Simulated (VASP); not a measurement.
## Ge: a series in biaxial strain in the (001) plane

Strain engineering needs slopes: what does biaxial strain in the (001) plane do to the lattice and the band edges of Ge?

Program: VASP 6.6.1. Level of theory: PBEsol; plane waves and PAW (Ge_d), in the first sound run; inputs show where later runs differ. Results are calculated unless marked as measured.

### Step 1. The starting structure

The structure is cubic, space group Fd-3m (No. 227). Conventional cell: a = 5.658 Å, b = 5.658 Å, c = 5.658 Å, α = 90.00°, β = 90.00°, γ = 90.00°. Nearest to Ge lie 4 Ge at 2.45 Å.

As a file:

```xyz
2
Lattice="0.0000 2.8290 2.8290 2.8290 0.0000 2.8290 2.8290 2.8290 0.0000" Properties=species:S:1:pos:R:3 pbc="T T T"
Ge    0.0000    0.0000    0.0000
Ge    1.4145    1.4145    1.4145
```

### Step 2. Relax the crystal, PBEsol

The series starts from the cell that this level prefers, so that zero strain is near zero stress.

Level: PBEsol; plane waves and PAW (Ge_d).

INCAR reads:

```
SYSTEM = Ge
PREC = Accurate
ENCUT = 470
EDIFF = 1E-07
NELM = 120
ISMEAR = 0
SIGMA = 0.02
LREAL = .FALSE.
ALGO = Normal
GGA = PS
NBANDS = 20
LASPH = .TRUE.
LORBIT = 11
LWAVE = .FALSE.
LCHARG = .FALSE.
KPAR = 24
IBRION = 2
NSW = 40
ISIF = 3
EDIFFG = -0.005
POTIM = 0.4
```

POSCAR reads:

```
Ge
1.0
    0.0000000000      2.8290000000      2.8290000000
    2.8290000000      0.0000000000      2.8290000000
    2.8290000000      2.8290000000      0.0000000000
Ge
2
Direct
    0.0000000000      0.0000000000      0.0000000000
    0.2500000000      0.2500000000      0.2500000000
```

KPOINTS reads:

```
Automatic mesh
0
Gamma
9 9 9
0 0 0
```

The projector-augmented-wave data sets are Ge_d (PBE family, release 64).

Started as:

```bash
$ mpirun -np 24 vasp_std
```

The program printed:

```text
[banner, memory and clock lines left out]
running   24 mpi-ranks, on    1 nodes
[...]
|                                                                             |
|           W    W    AA    RRRRR   N    N  II  N    N   GGGG   !!!           |
|           W    W   A  A   R    R  NN   N  II  NN   N  G    G  !!!           |
|           W    W  A    A  R    R  N N  N  II  N N  N  G       !!!           |
|           W WW W  AAAAAA  RRRRR   N  N N  II  N  N N  G  GGG   !            |
|           WW  WW  A    A  R   R   N   NN  II  N   NN  G    G                |
|           W    W  A    A  R    R  N    N  II  N    N   GGGG   !!!           |
|                                                                             |
|     For optimal performance we recommend to set                             |
|       NCORE = 2 up to number-of-cores-per-socket                            |
|     NCORE specifies how many cores store one orbital (NPAR=cpu/NCORE).      |
|     This setting can greatly improve the performance of VASP for DFT.       |
[...]
DAV:  12    -0.986720076845E+01    0.32594E-06   -0.11601E-06  1832   0.202E-02    0.292E-04
DAV:  13    -0.986720072504E+01    0.43406E-07   -0.25217E-08   972   0.191E-03
   1 F= -.98672007E+01 E0= -.98671766E+01  d E =-.986720E+01
[...]
N       E                     dE             d eps       ncg     rms          rms(c)
DAV:   1    -0.987787164399E+01   -0.10671E-01   -0.13955E-01  1916   0.728E+00    0.599E-01
DAV:   2    -0.987012960978E+01    0.77420E-02   -0.10020E-02  1828   0.195E+00    0.297E-01
DAV:   3    -0.986767341146E+01    0.24562E-02   -0.38716E-03  1868   0.106E+00    0.698E-02
DAV:   4    -0.986749086454E+01    0.18255E-03   -0.46365E-04  1808   0.414E-01    0.149E-02
DAV:   5    -0.986748796874E+01    0.28958E-05   -0.30941E-05  1652   0.104E-01    0.107E-02
DAV:   6    -0.986748735597E+01    0.61277E-06   -0.18381E-06  1796   0.239E-02    0.613E-04
DAV:   7    -0.986748727293E+01    0.83032E-07   -0.95222E-08   964   0.523E-03
   2 F= -.98674873E+01 E0= -.98674661E+01  d E =-.286548E-03
 trial-energy change:   -0.000287  1 .order   -0.000299   -0.000583   -0.000016
 step:   1.0321(harm=  1.0277)  dis= 0.00000  next Energy=    -9.867488 (dE=-0.287E-03)
 reached required accuracy - stopping structural energy minimisation
```

Run time: 5.4 s. Hardware: 24 MPI ranks of Intel Xeon 6975P-C (Granite Rapids), shared host; peak memory 4.2 GiB; 100 s of CPU time.

The logs omit lines about the potential files and the build; timing stands in the text.

Parts of OUTCAR (step 2):

```text
  Total        0.0027004      0.0027004      0.0027004      0.0000000      0.0000000     -0.0000000
  in kB        0.0949921      0.0949921      0.0949921      0.0000000      0.0000000     -0.0000000
  external PRESSURE =       0.0949921 kB  Pullay stress =       0.0000000 kB

 POSITION                                       TOTAL-FORCE (eV/Angst)
 -----------------------------------------------------------------------------------
      2.83448      5.66895      2.83448         0.000000      0.000000      0.000000
      1.41724      1.41724      1.41724        -0.000000     -0.000000     -0.000000
 -----------------------------------------------------------------------------------
    total drift:                                0.000000      0.000000      0.000000

  FREE ENERGIE OF THE ION-ELECTRON SYSTEM (eV)
  ---------------------------------------------------
  free  energy   TOTEN  =        -9.8674872729 eV

  energy  without entropy=       -9.8674449511  energy(sigma->0) =       -9.86746611

 reached required accuracy - stopping structural energy minimisation

[... 3 further parts left out ...]
[key lines of the parts left out:]
E-fermi :   4.8111
```

This run gave:

* energy(sigma→0) of the program: -9.8675 eV
* stress, compression positive: xx, yy, zz 0.01, 0.01, 0.01 GPa
* volume: 45.546 Å³
* ionic steps: 2

### Step 3. Strain along the normal, PBEsol

One member in full: the plane is strained by -0.5 %, and the strain along the normal is moved by secant steps until the normal stress is under 0.012 GPa or five steps are spent; the atoms relax at each step.

This step took 2 runs, each at a new trial strain with the atoms of the one before; the last is shown.

Level: PBEsol; plane waves and PAW (Ge_d).

Changes to INCAR since step 2:

```diff
@@ -15,7 +15,7 @@
 LCHARG = .FALSE.
-KPAR = 24
-IBRION = 2
-NSW = 40
-ISIF = 3
-EDIFFG = -0.005
-POTIM = 0.4
+KPAR = 6
+IBRION = 1
+NSW = 25
+ISIF = 2
+EDIFFG = -0.004
+POTIM = 0.3
```

POSCAR reads:

```
Ge
1.0
    0.0000000000      2.8203049590      2.8449806830
    2.8203049590      0.0000000000      2.8449806830
    2.8203049590      2.8203049590      0.0000000000
Ge
2
Direct
    0.0000000000      0.0000000000      0.0000000000
    0.2500000000      0.2500000000      0.2500000000
```

KPOINTS is that of step 2.

Started as:

```bash
$ mpirun -np 6 vasp_std
```

The program printed:

```text
[banner, memory and clock lines left out]
running    6 mpi-ranks, on    1 nodes
[...]
[... a notice as in an earlier step ...]

 [... a notice as in an earlier step ...]

 LDA part: xc-table for (Slater+PW92), standard interpolation
 POSCAR, INCAR and KPOINTS ok, starting setup
[...]
entering main loop
       N       E                     dE             d eps       ncg     rms          rms(c)
DAV:   1     0.174595511497E+03    0.17460E+03   -0.14154E+04  3260   0.362E+03
DAV:   2     0.143114339680E+02   -0.16028E+03   -0.15591E+03  3000   0.573E+02
DAV:   3    -0.927135179857E+01   -0.23583E+02   -0.23401E+02  3392   0.139E+02
DAV:   4    -0.100072228372E+02   -0.73587E+00   -0.73542E+00  3396   0.292E+01
[...]
DAV:  11    -0.986658443793E+01   -0.10717E-05   -0.56827E-06  4064   0.379E-02    0.186E-03
DAV:  12    -0.986658406993E+01    0.36801E-06   -0.12173E-06  3932   0.207E-02    0.276E-04
DAV:  13    -0.986658403135E+01    0.38577E-07   -0.23751E-08  2140   0.190E-03
   1 F= -.98665840E+01 E0= -.98665673E+01  d E =-.986658E+01
 BRION: g(F)=  0.260E-45 g(S)=  0.000E+00
 reached required accuracy - stopping structural energy minimisation
```

It took 7.6 s on 6 MPI ranks; peak memory 1 GiB; 37 s of CPU time.

OUTCAR, selected parts (step 3):

```text
  Total        0.1704322      0.1704322     -0.0018231      0.0000000      0.0000000      0.0000000
  in kB        6.0333830      6.0333830     -0.0645403      0.0000000      0.0000000      0.0000000
  external PRESSURE =       4.0007419 kB  Pullay stress =       0.0000000 kB

 POSITION                                       TOTAL-FORCE (eV/Angst)
 -----------------------------------------------------------------------------------
      0.00000      0.00000      0.00000        -0.000000     -0.000000      0.000000
      1.41015      1.41015      1.42249         0.000000      0.000000     -0.000000
 -----------------------------------------------------------------------------------
    total drift:                                0.000000      0.000000      0.000000

  FREE ENERGIE OF THE ION-ELECTRON SYSTEM (eV)
  ---------------------------------------------------
  free  energy   TOTEN  =        -9.8665840313 eV

  energy  without entropy=       -9.8665504773  energy(sigma->0) =       -9.86656725

[... 1 part as in an earlier step ...]

[... 3 further parts left out ...]
[key lines of the parts left out:]
E-fermi :   4.8897
```

This run gave:

```
energy(sigma→0) of the program : -9.8666 eV
stress, compression positive   : xx, yy, zz 0.60, 0.60, -0.01 GPa
ionic steps                    : 1
```

### Step 4. Band edges, HSE06 with spin-orbit coupling

Short lines in KPOINTS_OPT sample the zone centre along and across the normal of the plane, for masses, and the other valleys.

Level: HSE06, spin-orbit coupling; plane waves and PAW (Ge_d).

INCAR reads:

```
SYSTEM = Ge
PREC = Accurate
ENCUT = 470
EDIFF = 1E-06
NELM = 100
ISMEAR = 0
SIGMA = 0.02
LREAL = .FALSE.
ALGO = Normal
LHFCALC = .TRUE.
AEXX = 0.25
GGA = PE
HFSCREEN = 0.2
LASPH = .TRUE.
LNONCOLLINEAR = .TRUE.
MAGMOM = 0 0 0 0 0 0
NBANDS = 38
GGA_COMPAT = .FALSE.
LSORBIT = .TRUE.
PRECFOCK = Fast
LWAVE = .FALSE.
LCHARG = .FALSE.
KPAR = 6
```

POSCAR is that of step 3.

KPOINTS reads:

```
Automatic mesh
0
Gamma
5 5 5
0 0 0
```

KPOINTS_OPT reads:

```
Line mode
6
Line-mode
Reciprocal
  0.00000000   0.00000000   0.00000000
  0.02263964   0.02263964   0.00000000

  0.00000000   0.00000000   0.00000000
 -0.00000000  -0.02244327  -0.02244327

  0.31000000   0.31000000   0.00000000
  0.50000000   0.50000000   0.00000000

  0.00000000   0.31000000   0.31000000
  0.00000000   0.50000000   0.50000000

  0.45000000   0.45000000   0.45000000
  0.50000000   0.50000000   0.50000000

  0.45000000   0.00000000   0.00000000
  0.50000000   0.00000000   0.00000000

  0.42500000   0.42500000   0.00000000
  0.42500000   0.44744327   0.02244327

  0.50000000   0.50000000   0.50000000
  0.48413021   0.51586979   0.50000000
```

Started as:

```bash
$ mpirun -np 6 vasp_ncl
```

The program printed:

```text
[banner, memory and clock lines left out]
running    6 mpi-ranks, on    1 nodes
[...]
[... a notice as in an earlier step ...]

 LDA part: xc-table for (Slater+PW92), standard interpolation
 found WAVECAR, reading the header
 POSCAR, INCAR and KPOINTS ok, starting setup
[...]
reading WAVECAR
 the WAVECAR file was read successfully
 initial charge from wavefunction
 entering main loop
       N       E                     dE             d eps       ncg     rms          rms(c)
DAV:   1    -0.106547016721E+02   -0.10655E+02   -0.12594E+00  1782   0.221E+01    0.102E+00
DAV:   2    -0.106507872739E+02    0.39144E-02   -0.63739E-02  1628   0.372E+00    0.744E-01
DAV:   3    -0.106480749510E+02    0.27123E-02   -0.10539E-02  1800   0.189E+00    0.511E-01
DAV:   4    -0.106478333903E+02    0.24156E-03   -0.13873E-03  1536   0.620E-01    0.319E-01
[...]
DAV:   8    -0.106477188929E+02    0.45934E-05   -0.13992E-06  1164   0.102E-02    0.413E-02
DAV:   9    -0.106477163720E+02    0.25209E-05   -0.51256E-07  1016   0.613E-03    0.244E-02
DAV:  10    -0.106477155796E+02    0.79237E-06   -0.24553E-07   924   0.477E-03
   1 F= -.10647716E+02 E0= -.10647716E+02  d E =-.357215E-42  mag=    -0.0000     0.0000    -0.0000
 Start KPOINTS_OPT (optional k-point list driver)
k-point batch [1-18\48]
       N       E                     dE             ncg
DAV:   1    -0.298470323017E+04   -0.79362E+04     1684
DAV:   2    -0.739777048909E+04   -0.44131E+04     1368
DAV:   3    -0.823762997350E+04   -0.83986E+03     1548
DAV:   4    -0.829945685965E+04   -0.61827E+02     1524
[...]
DAV:   8    -0.830121091473E+04   -0.47444E-04     1646
DAV:   9    -0.830121091596E+04   -0.12269E-05     1110
DAV:  10    -0.830121091604E+04   -0.79170E-07      876
[...]
k-point batch [37-48\48]
       N       E                     dE             ncg
DAV:   1     0.218582310722E+04   -0.11982E+05     1098
DAV:   2    -0.784654602012E+03   -0.29705E+04      912
DAV:   3    -0.132185521044E+04   -0.53720E+03      924
DAV:   4    -0.135551146048E+04   -0.33656E+02     1038
[...]
DAV:   8    -0.135632160989E+04   -0.43817E-04     1174
DAV:   9    -0.135632161144E+04   -0.15519E-05      888
DAV:  10    -0.135632161152E+04   -0.82791E-07      666
```

Wall time 34 min (6 MPI ranks); peak memory 2.6 GiB.

OUTCAR, selected parts (step 4):

```text
  LATTYP: Found a body centered tetragonal cell.
 ALAT       =     3.9885135230
 C/A-ratio  =     1.4265869560

 Subroutine GETGRP returns: Found 16 space group operations
 (whereof  8 operations were pure point group operations)

The static configuration has the point symmetry D_2d.
 The point group associated with its full space group is D_4h.

 Found     18 irreducible k-points:

   k-points           NKPTS =     18   k-points in BZ     NKDIM =    125   number of bands    NBANDS=     38

   dimension x,y,z NGX =    28 NGY =   28 NGZ =   28
   dimension x,y,z NGXF=    56 NGYF=   56 NGZF=   56

   ENCUT  =  470.0 eV  34.54 Ry    5.88 a.u.   7.08  7.08  7.05*2*pi/ulx,y,z

   NELECT =      28.0000    total number of electrons

  exchange ACFDT corr.  =         0.00000000  see jH, gK, PRB 81, 115126

 E-fermi :   4.9904

 k-point     1 :       0.0000    0.0000    0.0000
  band No.  band energies     occupation
    ...
     24       4.4628      1.00000
     25       4.7583      1.00000
     26       4.7583      1.00000
     27       4.8024      1.00000
     28       4.8024      1.00000
     29       5.6049      0.00000
     30       5.6049      0.00000
     31       7.7712      0.00000
     32       7.7712      0.00000
     33       7.9775      0.00000
    ...

 k-point     2 :       0.2000    0.0000    0.0000
  band No.  band energies     occupation
    ...
     24       0.6841      1.00000
     25       3.8593      1.00000
     26       3.8593      1.00000
     27       4.0693      1.00000
     28       4.0693      1.00000
     29       6.2512      0.00000
     30       6.2512      0.00000
     31       8.7737      0.00000
     32       8.7737      0.00000
     33       8.9180      0.00000
    ...

 POSITION                                       TOTAL-FORCE (eV/Angst)
 -----------------------------------------------------------------------------------
      0.00000      0.00000      0.00000        -0.000000     -0.000000      0.000000
      1.41015      1.41015      1.42249         0.000000      0.000000     -0.000000
 -----------------------------------------------------------------------------------
    total drift:                                0.000001     -0.000002     -0.000001

  FREE ENERGIE OF THE ION-ELECTRON SYSTEM (eV)
  ---------------------------------------------------
  free  energy   TOTEN  =       -10.6477155796 eV

  energy  without entropy=      -10.6477155796  energy(sigma->0) =      -10.64771558

 Spin-Orbit-Coupling matrix elements
 Ion:    1  E_soc:     -0.0165295
 Ion:    2  E_soc:     -0.0165295

[... 1 part as in an earlier step ...]

[... 7 further parts left out ...]
```

Read from the output:

* energy(sigma→0) of the program: -10.6477 eV

### Step 5. All members

Hybrid runs start from orbitals of a short PBEsol run, not shown.

The other members went through these steps as far as the tables show, with the same cutoff and, step by step, the same mesh; 26 runs are not shown. The session took 23 core hours (wall time by ranks) on a shared machine.

```tsv
in-plane strain (%)	strain along the normal (%)	in-plane stress, tension positive (GPa)	energy above the unstrained row (meV/atom)
-2.000	1.401	-2.698	8.165
-1.000	0.701	-1.271	2.152
-0.500	0.371	-0.603	0.601
0	-0.028	0.023	0.000
0.500	-0.446	0.610	0.227
1.000	-0.827	1.220	1.288
2.000	-1.600	2.362	6.010
```

Slopes at zero strain, from cubics through all rows: strain ratio -0.784, stress over strain 123 GPa. For a cubic crystal strained in (001) the ratio is −2C₁₂/C₁₁.

Band edges at HSE06 with spin-orbit coupling, counted from the valence-band top at Γ, spin-orbit pairs averaged, with one row partly withheld:

```tsv
in-plane strain (%)	gap (eV)	conduction band at Γ (eV)	Δ or X valley along z (eV)	Δ or X valley along x (eV)	lowest conduction level at L, [111] (eV)	lowest conduction level at L, [-111] (eV)	second valence level below the top (eV)	third valence level below the top (eV)
-2.000	0.698	0.927	1.092	0.752	0.698	0.698	0.128	0.480
-1.000	0.720	0.847	1.045	0.876	0.720	0.720	0.079	0.376
-0.500	0.723	0.802	1.022	0.936	0.723	0.723	0.044	0.340
0	0.726	0.763	0.994	0.997	0.726	0.726	0.002	0.311
0.500	0.674	0.674	0.913	1.006	0.675	0.675	0.054	0.343
1.000	?	?	0.832	1.010	0.616	0.616	0.109	0.383
2.000	0.372	0.372	0.664	1.011	0.484	0.484	0.224	0.478
```

Conduction masses, in electron masses:

```tsv
in-plane strain (%)	conduction mass at Γ, across the strain axis or in the plane	Δz mass, longitudinal	Δz mass, transverse, at 0.85 of Γ–X	L [111] mass, longitudinal	L [111] mass, transverse along [1-10]
-2.000	0.042	0.878	0.179	1.561	0.090
-1.000	0.038	0.863	0.181	1.548	0.086
-0.500	0.036	0.886	0.183	1.572	0.085
0	0.035	0.877	0.183	1.565	0.083
0.500	0.033	0.869	0.185	1.553	0.082
1.000	0.032	0.862	0.186	1.553	0.080
2.000	0.028	0.846	0.189	1.519	0.078
```

### Step 6. A fit to the known rows

The quantity to fit is the conduction level at Γ above the mean of the three top valence levels at HSE06 with spin-orbit coupling: 1.130, 0.999, 0.930, 0.868, 0.806, 0.607 eV in the rows shown.

Fitting a parabola to the 6 known rows (e: strain in %) gives E = 1.13e-4 e² − 0.1306 e + 0.8681 in eV; the residuals are 0.0020 eV r.m.s.

For the withheld row, e = 1, the fit gives 0.7376 eV.

### Step 7. Checking the prediction

The calculation gives 0.7399 eV, so the prediction is 0.0023 eV too low, within twice the residual of the fit.

### Step 8. Summary of results

```yaml
ratio_of_normal_to_in_plane_strain: -0.784
biaxial_modulus: 123 GPa
gap_of_the_unstrained_cell_hse06_with_spin_orbit_coupling: 0.73 eV
slope_at_zero_strain_of_the_conduction_level_at_gamma_above_the_mean_of_the_three_top_valence_levels_hse06_with_spin_orbit_coupling: -131 meV per %
error_of_the_predicted_row: -2.3 meV
```

What this shows: As a check, the curvature of the energy gives 120 GPa for the same modulus (energy per volume = M × strain²), 2 % from the slope of the stress. The energy also has a linear term worth 0.14 GPa that the stress column lacks, a mark of the finite basis. At HSE06 with spin-orbit coupling the lowest conduction valley is in turn L, Γ from the first row to the last, and the gap runs between 0.37 and 0.73 eV. At zero strain Γ and L lie only 37 meV apart here, so their order is sensitive to the level and the lattice constant. The gap at PBEsol is under 0.05 eV in some or all rows and is left out; the elastic columns come from such cells and can be uneven. Hole masses are left out throughout, since the top bands are degenerate or cross in many series; of conduction masses, those of the Γ, L and (for Si and Ge under (001) strain) Δ valleys are kept where they change by under an eighth between rows. A measured gap of unstrained Ge is 0.74 eV (arxiv:cond-mat/0503738, indirect gap, 4.2 K); the static gaps here belong to the lattice relaxed at PBEsol. HSE06 ran on a coarser mesh than the semilocal levels. Δ or X levels are the lowest on their line, refined by a parabola unless they lie at X; the gap is read from all points sampled and can differ from the lowest valley by some meV, or by tens of meV where strain moves the valence top off Γ. Temperature, zero-point motion and excitons are left out.

[Lines on the potential files, build, host, timing and source positions are cut from VASP's logs without a mark.]

[Logs are printed without paths, hosts, clocks, repeated set-up lines and the standing remarks that a program may print on its own settings, such as how far it seeks lower states.]

[Hosts, paths, dates, database ids (printed as entryN), source tags and the programs' standing remarks are cut or masked in the printed files.]

[In band tables of VASP the shares of atoms and orbitals are scaled to a sum of 1 inside the atoms' spheres.]
